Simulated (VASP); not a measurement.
These are PBE GGA, VASP's PBE PAW potentials (set 64) (plane waves; VASP) values and carry that method's errors.

Gaps are without spin-orbit coupling.

```json
{
 "volume_per_atom": "10.63 Å³/atom",
 "band gap (over mesh and band path)": "4.05 eV",
 "smallest direct gap (over mesh and band path)": "4.05 eV",
 "hill_bulk_modulus": "194 GPa",
 "hill_shear_modulus": "121 GPa"
}
```

Q: Which relaxed crystal gives these values?
(A) BaHfO3, Pm-3m (221)
(B) Si, Fd-3m (227)
(C) AlN, P6_3mc (186)
(D) HfO2, Fm-3m (225)

A: C, AlN, P6_3mc (186)
